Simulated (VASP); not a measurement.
Output of a VASP run:

### OSZICAR
```
       N       E                     dE             d eps       ncg     rms          rms(c)
DAV:   1     0.301039309091E+03    0.30104E+03   -0.16094E+04  9746   0.151E+03
DAV:   2    -0.163277946358E+02   -0.31737E+03   -0.31430E+03 10694   0.442E+02
DAV:   3    -0.241104867033E+02   -0.77827E+01   -0.76185E+01 11592   0.800E+01
DAV:   4    -0.241876906192E+02   -0.77204E-01   -0.76227E-01 10697   0.770E+00
DAV:   5    -0.241884055572E+02   -0.71494E-03   -0.71481E-03 11044   0.706E-01    0.239E+01
DAV:   6    -0.226062969127E+02    0.15821E+01   -0.40883E+00 10338   0.195E+01    0.665E+00
DAV:   7    -0.224447718986E+02    0.16153E+00   -0.63497E-01 11237   0.678E+00    0.821E-01
DAV:   8    -0.224336388389E+02    0.11133E-01   -0.98018E-03 10078   0.108E+00    0.272E-01
DAV:   9    -0.224333902558E+02    0.24858E-03   -0.66367E-04 11762   0.217E-01    0.264E-02
DAV:  10    -0.224333954160E+02   -0.51602E-05   -0.41434E-05 10438   0.545E-02    0.173E-02
DAV:  11    -0.224333949760E+02    0.44002E-06   -0.26642E-06 10184   0.163E-02    0.111E-03
DAV:  12    -0.224333947961E+02    0.17990E-06   -0.54599E-08  5260   0.204E-03    0.579E-04
DAV:  13    -0.224333947811E+02    0.14991E-07   -0.19435E-08  4896   0.113E-03
   1 F= -.22433395E+02 E0= -.22433341E+02  d E =-.160051E-03
```

File OUTCAR:
```
------------------------ aborting loop because EDIFF is reached ----------------------------------------
  FORCE on cell =-STRESS in cart. coord.  units (eV):
  Direction    XX          YY          ZZ          XY          YZ          ZX
  --------------------------------------------------------------------------------------
  Total       -3.3905037     -1.9743155     -3.6650387      0.0000000      0.0000000      0.0000000
  in kB     -183.8587666   -107.0623267   -198.7461311      0.0000000      0.0000000      0.0000000
  external PRESSURE =    -163.2224081 kB  Pullay stress =       0.0000000 kB
  volume of cell :       29.55
      direct lattice vectors                 reciprocal lattice vectors
     1.399664224 -2.353679559  0.000000000     0.357228535 -0.212433336  0.000000000
     1.399664224  2.353679559  0.000000000     0.357228535  0.212433336  0.000000000
     0.000000000  0.000000000  4.484244409     0.000000000  0.000000000  0.223003010
 POSITION                                       TOTAL-FORCE (eV/Angst)
 -----------------------------------------------------------------------------------
      1.39966      0.78456      1.12106         0.000000      0.111476     -0.000000
      1.39966     -0.78456      3.36318         0.000000     -0.111476      0.000000
 -----------------------------------------------------------------------------------
    total drift:                                0.000000     -0.000000      0.000000
  FREE ENERGIE OF THE ION-ELECTRON SYSTEM (eV)
  ---------------------------------------------------
  free  energy   TOTEN  =       -22.4333947811 eV

  energy  without entropy=      -22.4332347298  energy(sigma->0) =      -22.43334143
```
(Selected blocks of OUTCAR.)

### POSCAR
```
Tc
1
    1.3996642245    -2.3536795591     0.0000000000
    1.3996642245     2.3536795591     0.0000000000
    0.0000000000     0.0000000000     4.4842444090
Tc
2
Direct
  0.3333330000   0.6666670000   0.2500000000
  0.6666670000   0.3333330000   0.7500000000
```

Problem. Write an INCAR and KPOINTS that could have produced this output.

Solution. This is not unique; one that fits is the input of the run itself, PBEsol GGA, plane waves, VASP's PBE PAW potentials (set 64).

KPOINTS:
```
Automatic mesh
0
G
14 14 8
```

**INCAR**
```
# general
SYSTEM  = Tc
PREC    = Accurate
ENCUT   = 480   # plane-wave cut-off (eV)
LREAL   = .False.   # projection in real space or not
LASPH   = .True.

# electronic loop
EDIFF   = 1E-7
NELM    = 100
ALGO    = Normal   # blocked Davidson
LMAXMIX = 4   # l cut-off of mixed one-centre charges

# smearing
ISMEAR  = 1   # Methfessel-Paxton
SIGMA   = 0.1

# functional
GGA     = PS   # PBEsol

# ions
ISIF    = 2   # forces and stress, cell fixed

# output
LWAVE   = .False.
LCHARG  = .False.
```

POTCAR, in this order: Tc_pv (PBE.64 set). Program: vasp_std.

The compound is Tc in the hcp structure. This cell was strained or had an atom moved on purpose.
